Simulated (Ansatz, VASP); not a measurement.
# Ba5Na8Ca7Si22O60: VASP beside Ansatz, part 2 of 2

Aim: how closely do two programs agree when they are given the same cell, functional and k mesh? Of the first pair: The structure shown is frame 67 of Ansatz's trajectory.

VASP 6.6.1 and Ansatz 0.2.0.

So far. Step 4 (Comparison): The forces differ by 45 meV/Å r.m.s., which is 3.3 % of the r.m.s. force of 1.374 eV/Å (both taken over all components).

**6. VASP: single point, PBE, pair 2**

Level of this step: PBE; plane waves and PAW (Si, Na_pv, Ba_sv, Ca_sv, O) (VASP).

The same cell, functional, mesh and smearing now go to VASP, with its own data sets.

The input, INCAR:

```
SYSTEM = Ba5Na8Ca7Si22O60
PREC = Accurate
ENCUT = 520
EDIFF = 1E-06
NELM = 120
ISMEAR = -1
SIGMA = 0.078
LREAL = Auto
ALGO = Normal
GGA = PE
NBANDS = 384
LORBIT = 11
LWAVE = .FALSE.
LCHARG = .FALSE.
ISIF = 2
LASPH = .TRUE.
GGA_COMPAT = .FALSE.
EFERMI = MIDGAP
NCORE = 2
```

The input, POSCAR:

```
Ba5Na8Ca7Si22O60
1.0
   11.3957500000      0.0000000000      0.0000000000
    0.0000000000     11.3957500000      0.0000000000
    0.0000000000      0.0000000000     11.3957500000
Si Na Ba Ca O
22 8 5 7 60
Direct
    0.4471228309      0.5713621306      0.9581905535
    0.6539016739      0.9382445210      0.3396266152
    0.8062303929      0.1298203278      0.4834697146
    0.2238027335      0.6241976175      0.6533927122
    0.8008248689      0.0297040563      0.9010727684
    0.6208103898      0.2454862558      0.1638505583
    0.2615360990      0.4918500318      0.4189017836
    0.9198253735      0.8143650045      0.8073097427
    0.5943619332      0.5025908782      0.1600596714
    0.3872584077      0.8228330737      0.0714038128
    0.8664194985      0.7395476384      0.0417348573
    0.6390628085      0.1730908453      0.7032270803
    0.9653774433      0.6671522278      0.5602088498
    0.6537612706      0.8793629204      0.0806353246
    0.1811289296      0.5339709980      0.9134458022
    0.3708224557      0.1013535748      0.7876006406
    0.3547024110      0.7331241910      0.3397143672
    0.1715288594      0.0875150824      0.3272535814
    0.5759340105      0.7341684400      0.5034157471
    0.8506416866      0.4759230415      0.1240111445
    0.0086786741      0.3158721453      0.9667551499
    0.4383915056      0.0798016805      0.3321238181
    0.0203145910      0.9258012856      0.4430335871
    0.5101638769      0.8128732203      0.8011495514
    0.9957659654      0.4499835465      0.7357041002
    0.2704692539      0.3326152294      0.7555360551
    0.8782484698      0.0162999364      0.1929140250
    0.7471030867      0.9195445671      0.5748722111
    0.5172805651      0.0815128447      0.9559572648
    0.7308865147      0.5931334050      0.6918631946
[... 66 atom lines left out ...]
    0.0756948863      0.2270232323      0.0645065046
    0.1560845052      0.6697935634      0.9483535529
    0.1068995020      0.3114055679      0.6211877235
    0.2827720861      0.8959480508      0.0318890815
    0.6974793234      0.9241603229      0.2094991554
    0.7137660970      0.7533159292      0.0647960863
```

The input, KPOINTS:

```
Automatic mesh
0
Gamma
1 1 1
0 0 0
```

The projector-augmented-wave data sets are Si, Na_pv, Ba_sv, Ca_sv and O (PBE family, release 64).

Run with:

```
> mpirun -np 8 vasp_gam
```

Numbers of over 12 decimals in the logs are rounded to 6 here.

The program printed:

```text
[... set-up lines as in an earlier step ...]
 entering main loop
       N       E                     dE             d eps       ncg     rms          rms(c)
DAV:   1     0.805050806859E+04    0.80505E+04   -0.34721E+05   768   0.173E+03
DAV:   2     0.313726211746E+03   -0.77368E+04   -0.73570E+04   912   0.468E+02
DAV:   3    -0.750385637665E+03   -0.10641E+04   -0.10441E+04   864   0.192E+02
DAV:   4    -0.821136625755E+03   -0.70751E+02   -0.70285E+02  1040   0.524E+01
[...]
DAV:  19    -0.715171038583E+03    0.59806E-06   -0.20105E-05   952   0.934E-03    0.130E-02
DAV:  20    -0.715171039855E+03   -0.12722E-05   -0.13310E-05   840   0.738E-03    0.537E-03
DAV:  21    -0.715171040484E+03   -0.62947E-06   -0.39312E-06   816   0.434E-03
   1 F= -.71517104E+03 E0= -.71517104E+03  d E =-.508747E-06
```

OUTCAR, selected parts (step 6):

```text
  Total        7.3243726     28.5823960     18.0017331     10.8788889      9.1449550      0.2148257
  in kB        7.9296182     30.9442867     19.4892965     11.7778600      9.9006433      0.2325777
  external PRESSURE =      19.4544004 kB  Pullay stress =       0.0000000 kB

 POSITION                                       TOTAL-FORCE (eV/Angst)
 -----------------------------------------------------------------------------------
      5.09530      6.51110     10.91930         0.100699     -0.191720      2.094417
      7.45170     10.69200      3.87030        -0.066424     -0.852687      1.372020
      9.18760      1.47940      5.50950        -1.415744     -1.257894      1.445030
      2.55040      7.11320      7.44590         0.154907     -2.798826      0.138532
      9.12600      0.33850     10.26840        -1.856667     -1.684000     -1.324854
      7.07460      2.79750      1.86720        -4.850853     -0.454337     -1.400342
      2.98040      5.60500      4.77370         3.371232      0.445679     -2.020948
     10.48210      9.28030      9.19990        -0.362914     -0.164076     -2.545775
      6.77320      5.72740      1.82400         1.231045     -0.336627      1.496905
      4.41310      9.37680      0.81370         0.606899     -4.085401      2.087535
      9.87350      8.42770      0.47560        -3.088567     -1.846977      1.285747
[...]
10.74580      8.45760      4.92500         0.672477     -1.379107      1.562655
      8.06320      5.16750      0.87160         1.347488      0.813355      0.259837
[...]
-----------------------------------------------------------------------------------
    total drift:                                0.037870     -0.014179      0.039110

  FREE ENERGIE OF THE ION-ELECTRON SYSTEM (eV)
  ---------------------------------------------------
  free  energy   TOTEN  =      -715.1710404845 eV

  energy  without entropy=     -715.1710399757  energy(sigma->0) =     -715.17104023

[... 2 parts as in an earlier step ...]

[... 1 further part left out ...]
[key lines of the parts left out:]
E-fermi :   3.8304
```

The run ends at a pressure of 1.95 GPa, with forces up to 6.0 eV/Å.

**7. Differences**

What differs besides the data sets and the points named for the pairs above, as far as they apply: the data sets hold 640 valence electrons in Ansatz (on its default PAW (the set named soft_2) files) and 624 in VASP. Total energies have different zeros and are not compared.

Forces on 10 of the 102 atoms, those with the largest forces and the largest differences (eV/Å; atoms numbered as in POSCAR):

| atom | Ansatz x, y, z | VASP x, y, z |
| --- | --- | --- |
| Si6 | -4.776, -0.465, -1.408 | -4.851, -0.454, -1.400 |
| Si7 | 3.323, 0.439, -2.031 | 3.371, 0.446, -2.021 |
| Si10 | 0.559, -4.044, 2.056 | 0.607, -4.085, 2.088 |
| Si11 | -3.035, -1.772, 1.264 | -3.089, -1.847, 1.286 |
| Si13 | -3.294, 4.158, -0.881 | -3.273, 4.220, -0.874 |
| Si15 | 2.561, 5.282, -1.587 | 2.564, 5.204, -1.601 |
| Si22 | -1.164, 3.789, -1.892 | -1.172, 3.752, -1.962 |
| Ba31 | -0.241, 0.735, 0.364 | -0.310, 0.564, 0.463 |
| Ba35 | -0.172, -0.467, -0.167 | -0.310, -0.555, -0.354 |
| O50 | 1.073, 0.199, 0.566 | 1.142, 0.296, 0.696 |

The forces differ by 43 meV/Å r.m.s., which is 3.2 % of the r.m.s. force of 1.316 eV/Å (both taken over all components).

**8. Ansatz: dynamics, PBE**

One frame of this run of dynamics is then solved in both programs, so the motion causes no difference.

The structure compared here is frame 200 of Ansatz's trajectory.

The input, input.yaml:

```yaml
crystal:
  lattice:
    - [11.39575, 0.0, 0.0]
    - [0.0, 11.39575, 0.0]
    - [0.0, 0.0, 11.39575]
  atoms:
    - { symbol: Si, position: [0.45292, 0.57218, 0.96812] }
    - { symbol: Si, position: [0.64082, 0.91683, 0.33929] }
    - { symbol: Si, position: [0.78261, 0.10787, 0.48856] }
    - { symbol: Si, position: [0.21488, 0.61838, 0.64231] }
    - { symbol: Si, position: [0.79737, 0.04642, 0.8984] }
    - { symbol: Si, position: [0.62128, 0.2247, 0.16479] }
    - { symbol: Si, position: [0.26546, 0.48464, 0.40424] }
    - { symbol: Si, position: [0.92807, 0.83081, 0.78122] }
    - { symbol: Si, position: [0.59131, 0.49054, 0.17878] }
    - { symbol: Si, position: [0.39364, 0.8187, 0.07449] }
    - { symbol: Si, position: [0.87312, 0.73098, 0.01815] }
    - { symbol: Si, position: [0.64562, 0.1926, 0.71695] }
    - { symbol: Si, position: [0.95892, 0.67879, 0.55057] }
    - { symbol: Si, position: [0.65889, 0.89145, 0.07274] }
    - { symbol: Si, position: [0.19792, 0.53595, 0.90879] }
    - { symbol: Si, position: [0.38481, 0.11417, 0.78123] }
    - { symbol: Si, position: [0.36406, 0.71765, 0.33287] }
    - { symbol: Si, position: [0.16818, 0.08264, 0.31831] }
    - { symbol: Si, position: [0.57626, 0.73641, 0.50294] }
    - { symbol: Si, position: [0.85853, 0.48222, 0.13197] }
    - { symbol: Si, position: [0.03567, 0.31529, 0.97961] }
    - { symbol: Si, position: [0.44739, 0.08343, 0.32227] }
    - { symbol: Na, position: [0.02176, 0.90037, 0.44757] }
    - { symbol: Na, position: [0.49594, 0.7838, 0.79697] }
    - { symbol: Na, position: [0.9906, 0.41084, 0.68342] }
    - { symbol: Na, position: [0.24168, 0.32754, 0.75937] }
    - { symbol: Na, position: [0.88076, 0.99823, 0.18024] }
    - { symbol: Na, position: [0.73549, 0.89478, 0.62428] }
    - { symbol: Na, position: [0.45394, 0.08931, 0.00442] }
    - { symbol: Na, position: [0.66307, 0.5525, 0.71329] }
[... 66 atom lines left out ...]
    - { symbol: O, position: [0.08921, 0.21491, 0.05117] }
    - { symbol: O, position: [0.17099, 0.64394, 0.98233] }
    - { symbol: O, position: [0.11337, 0.32821, 0.57526] }
    - { symbol: O, position: [0.28055, 0.89034, 0.04751] }
    - { symbol: O, position: [0.68012, 0.90767, 0.20549] }
    - { symbol: O, position: [0.72876, 0.77393, 0.03619] }
kpoints:
  mp_grid: { grid: [1, 1, 1] }
hamiltonian:
  xc: pbe
scf:
  occupations: { method: fermi_dirac, width: 0.078 }
output:
  forces: true
md:
  timestep: 1.0
  n_steps: 200
  ensemble: nvt_langevin
  temperature: 900
  initial_velocities: maxwell_boltzmann
  seed: 5675
```

Run with:

```
> ansatz run input.yaml --threads 4 --pin off --max-ram 8192MiB --backend cpu --events-out ev --progress --plain --runs-dir out
```

The program printed:

```text
[...]
Crystal: 102 atoms, lattice volume = 1479.888 Å³
Basis set: ecut = 420 eV, 28887 PW (Γ), exchange–correlation on 160×160×160 points (8 copies of the dense FFT grid, shifted against one another)
Bands: 422, of which v1, the nominal top of the filled ones, is band 320 counted from 1 (319 counted from 0)
Symmetry: 1 space group operations
k-points: 1
[...]
atom   7  Si     1.22589105    -1.05637488    -1.70449455
  atom   8  Si     1.12417071    -2.28200436     0.25370755
[...]
atom  99  O     -0.81207367     0.20790777     0.66053265
  atom 100  O     -0.77107248     0.32025109     0.04386643
  atom 101  O     -1.48334272    -1.18452377     0.06571664
  atom 102  O     -1.74427787     0.21014720     0.71508655
  max |Σ_I F_I| component: 1.18e-4 eV/Å
--- MD trajectory: 200 steps, t = 0.0 → 200.0 fs ---
[...]
[key lines of the parts left out:]
SCF converged after 9 iterations
Free energy (F): -102507.186971 eV
Fermi energy:    6.663449 eV
```

**9. VASP: single point, PBE, pair 3**

The same cell, functional, mesh and smearing now go to VASP, with its own data sets.

INCAR is that of step 6.

The input, POSCAR:

```
Ba5Na8Ca7Si22O60
1.0
   11.3957500000      0.0000000000      0.0000000000
    0.0000000000     11.3957500000      0.0000000000
    0.0000000000      0.0000000000     11.3957500000
Si Na Ba Ca O
22 8 5 7 60
Direct
    0.4491762280      0.5516881293      0.9536449992
    0.6499703837      0.9319088257      0.3536055108
    0.7968409275      0.1241866485      0.4939297545
    0.2279972797      0.6299102736      0.6507952526
    0.7791062457      0.0260360222      0.8917184038
    0.6266546739      0.2428712459      0.1718447667
    0.2636158217      0.4910427133      0.4155496567
    0.9286093500      0.8320207095      0.8021060483
    0.6013908694      0.4963868109      0.1825943883
    0.3821600158      0.8134699340      0.0620933243
    0.8656297304      0.7614066648      0.0458767523
    0.6424500362      0.1868503609      0.7098611324
    0.9725555580      0.6860013602      0.5589978720
    0.6494614220      0.9057236250      0.0839786763
    0.1836737380      0.5385604282      0.9078559989
    0.3780883224      0.1030735142      0.7817826821
    0.3511835553      0.7308952899      0.3394160104
    0.1648246057      0.0964482373      0.3346686265
    0.5860781432      0.7378364741      0.5124717548
    0.8513524779      0.4879187416      0.1266788057
    0.0125924138      0.3202509708      0.9734155277
    0.4444639449      0.0952460347      0.3402672049
    0.0139964460      0.9157887809      0.4351710067
    0.4906215036      0.8034837549      0.7831779391
    0.0333501525      0.4286685826      0.7053682294
    0.2710922932      0.3329925630      0.7970778580
    0.8504486322      0.0115964285      0.1952570037
    0.7909439923      0.8803896189      0.6031634601
    0.4835574666      0.0661299169      0.9672772744
    0.6932058004      0.6363688217      0.6926266371
[... 66 atom lines left out ...]
    0.0836013426      0.2335344317      0.0654805520
    0.1479060176      0.6510848343      0.9877542066
    0.1131123445      0.3349231073      0.5733804269
    0.2785687647      0.8944036154      0.0218063752
    0.6931794748      0.9326985938      0.2150363074
    0.7322729965      0.8006318145      0.0307834061
```

KPOINTS is that of step 6.

Run with:

```
> mpirun -np 8 vasp_gam
```

The program printed:

```text
[... set-up lines as in an earlier step ...]
 entering main loop
       N       E                     dE             d eps       ncg     rms          rms(c)
DAV:   1     0.809032956811E+04    0.80903E+04   -0.34667E+05   768   0.173E+03
DAV:   2     0.319532745599E+03   -0.77708E+04   -0.73798E+04   912   0.470E+02
DAV:   3    -0.752107096805E+03   -0.10716E+04   -0.10520E+04   880   0.192E+02
DAV:   4    -0.820407928176E+03   -0.68301E+02   -0.67864E+02  1024   0.518E+01
[...]
DAV:  19    -0.715136123477E+03   -0.76349E-06   -0.23384E-05   880   0.110E-02    0.118E-02
DAV:  20    -0.715136124888E+03   -0.14114E-05   -0.12922E-05   960   0.756E-03    0.584E-03
DAV:  21    -0.715136125357E+03   -0.46933E-06   -0.31499E-06   712   0.415E-03
   1 F= -.71513613E+03 E0= -.71513613E+03  d E =-.136271E-06
```

OUTCAR, selected parts (step 9):

```text
  Total       -0.0889998     33.9715413     27.8163496     13.1220269      0.4946709      3.3889258
  in kB       -0.0963542     36.7787610     30.1149384     14.2063584      0.5355477      3.6689679
  external PRESSURE =      22.2657817 kB  Pullay stress =       0.0000000 kB

 POSITION                                       TOTAL-FORCE (eV/Angst)
 -----------------------------------------------------------------------------------
      5.11870      6.28690     10.86750        -1.189293      0.090721      2.834343
      7.40690     10.61980      4.02960         0.742320      2.070005     -0.396065
      9.08060      1.41520      5.62870        -0.313060     -0.684031      0.635058
      2.59820      7.17830      7.41630         0.197262      1.064545     -2.091243
[...]
10.65690      8.46300      5.06070        -0.666207      2.362434     -3.340113
      8.07850      5.35510      0.83350         0.774178      1.101929      1.819647
     10.36900      0.60150      6.27730        -2.302222     -0.177999     -1.840065
      1.99500      0.41120      5.29000        -0.728050      0.958286     -0.409760
      0.64070     10.23660      9.06740        -0.786322     -0.926914      0.280728
      2.65520      8.96590      4.52470         0.817752      0.244531     -0.720561
      3.76430      6.70940      3.76080         1.031505      0.934262     -0.612041
     10.27080      8.40680      7.79180         0.309373      1.629883      0.073048
      7.51940      3.68800      8.15380         0.512245      1.420584     -1.271366
[...]
-----------------------------------------------------------------------------------
    total drift:                               -0.010706      0.018107      0.001767

  FREE ENERGIE OF THE ION-ELECTRON SYSTEM (eV)
  ---------------------------------------------------
  free  energy   TOTEN  =      -715.1361253573 eV

  energy  without entropy=     -715.1361252210  energy(sigma->0) =     -715.13612529

[... 2 parts as in an earlier step ...]

[... 1 further part left out ...]
[key lines of the parts left out:]
E-fermi :   3.8434
```

The run ends at a pressure of 2.23 GPa, with forces up to 5.4 eV/Å.

**10. Comparison**

What differs besides the data sets and the points named for the pairs above, as far as they apply: the data sets hold 640 valence electrons in Ansatz (on its default PAW (the set named soft_2) files) and 624 in VASP. Total energies have different zeros and are not compared.

Forces on 10 of the 102 atoms, those with the largest forces and the largest differences (eV/Å; atoms numbered as in POSCAR):

| atom | Ansatz x, y, z | VASP x, y, z |
| --- | --- | --- |
| Si9 | 0.784, 2.988, -1.645 | 0.760, 2.992, -1.706 |
| Si10 | 1.399, -2.236, 2.384 | 1.454, -2.280, 2.414 |
| Si11 | 3.118, -2.504, -1.009 | 3.093, -2.564, -1.037 |
| Si13 | -0.306, -2.296, 4.857 | -0.306, -2.285, 4.920 |
| Ba31 | 1.952, 0.925, 1.384 | 2.245, 1.007, 1.636 |
| Ba35 | -1.338, -0.289, -1.169 | -1.498, -0.287, -1.335 |
| O45 | -0.668, 2.306, -3.275 | -0.666, 2.362, -3.340 |
| O47 | -2.042, -0.037, -1.514 | -2.302, -0.178, -1.840 |
| O66 | -0.324, -4.189, 0.405 | -0.314, -4.265, 0.372 |
| O90 | -1.559, 1.622, 2.599 | -1.571, 1.628, 2.606 |

The forces differ by 52 meV/Å r.m.s., which is 4.3 % of the r.m.s. force of 1.202 eV/Å (both taken over all components).

**11. Results**

```yaml
r_m_s_force_difference_single_point_pbe_pair_1: 3.3 % of the r.m.s. force
r_m_s_force_difference_single_point_pbe_pair_2: 3.2 % of the r.m.s. force
r_m_s_force_difference_single_point_pbe_pair_3: 4.3 % of the r.m.s. force
```

In words: The r.m.s. force difference is 4.3 % of the r.m.s. force (single point, PBE, pair 3), beyond the 3 % picked in this series as the mark of a large difference. The data sets hold unlike numbers of valence electrons (640 in Ansatz and 624 in VASP), so part of the differences comes from the potentials. What causes the difference of the single point, PBE, pair 1 pair stays open here. What causes the difference of the single point, PBE, pair 2 pair stays open here. What causes the difference of the single point, PBE, pair 3 pair stays open here. How closely two codes agree says nothing of how well the functional describes the real material.

[Lines on the potential files, build, host, timing and source positions are cut from VASP's logs without a mark.]

[Logs are printed without paths, hosts, clocks, repeated set-up lines and the standing remarks that a program may print on its own settings, such as how far it seeks lower states.]

[Hosts, paths, dates, database ids (printed as entryN), source tags and the programs' standing remarks are cut or masked in the printed files.]
